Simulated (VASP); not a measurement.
An input for Quantum ESPRESSO's pw.x (written as the equivalent of a VASP run, and not itself run):

```
&CONTROL
  calculation = 'vc-relax'
  pseudo_dir = './pseudo'
  outdir = './out'
  tprnfor = .true.
  tstress = .true.
  nstep = 30
  forc_conv_thr = 0.00039
/
&SYSTEM
  ibrav = 0
  nat = 4
  ntyp = 2
  ecutwfc = 98
  occupations = 'smearing'
  smearing = 'methfessel-paxton'
  degauss = 0.00735
  input_dft = 'vdw-df-obk8'
/
&ELECTRONS
  conv_thr = 7.3e-09
  electron_maxstep = 100
/
&IONS
/
&CELL
  cell_dofree = 'shape'
/
ATOMIC_SPECIES
  Ni 58.693 Ni.upf
  Sb 121.760 Sb.upf
CELL_PARAMETERS angstrom
     2.0091235   -3.4799041    0.0000000
     2.0091235    3.4799041    0.0000000
     0.0000000    0.0000000    5.2432613
ATOMIC_POSITIONS crystal
  Ni   0.0000000  0.0000000  0.5000000
  Ni   0.0000000  0.0000000  0.0000000
  Sb   0.3333330  0.6666670  0.2500000
  Sb   0.6666670  0.3333330  0.7500000
K_POINTS automatic
  9 9 6 0 0 0
```

### Question
Write the VASP files for the same calculation (optB88-vdW).

### Answer
One answer among several that fit: 
### POSCAR
```
NiSb
1.0
  2.0091234639  -3.4799040890   0.0000000000
  2.0091234639   3.4799040890   0.0000000000
  0.0000000000   0.0000000000   5.2432612632
Ni Sb
2 2
Cart
  0.0000000000   0.0000000000   2.6216306316
  0.0000000000   0.0000000000   0.0000000000
  2.0091234639   1.1599703496   1.3108153158
  2.0091234639  -1.1599703496   3.9324459474
```

### KPOINTS
```
Automatic
0
G
  9 9 6
0 0 0
```

**INCAR**
```
AGGAC  =  0.0
ALGO  =  Normal
EDIFF  =  1E-7
EDIFFG  =  -0.01
ENCUT  =  520
GGA  =  BO
IBRION  =  2
ISIF  =  4
ISMEAR  =  1
LASPH  =  .True.
LCHARG  =  .False.
LMAXMIX  =  4
LREAL  =  .False.
LUSE_VDW  =  .True.
LWAVE  =  .False.
NELM  =  100
NSW  =  30
PARAM1  =  0.1833333333
PARAM2  =  0.22
PREC  =  Accurate
SIGMA  =  0.1
SYSTEM  =  NiSb
```

POTCAR, in this order: Ni Sb (PBE.64 set). Program: vasp_std.

Limits of the translation: the potentials are each code's own (VASP's PAW set, PseudoDojo norm-conserving files in pw.x), so ENCUT and ecutwfc are chosen apart and not converted; conv_thr bounds pw.x's estimated SCF error, while EDIFF bounds the energy change between steps; forc_conv_thr acts on force components and is met together with etot_conv_thr.

The compound is NiSb in the NiAs type structure. This cell is one point of a volume scan, at 1.03 of the reference volume.
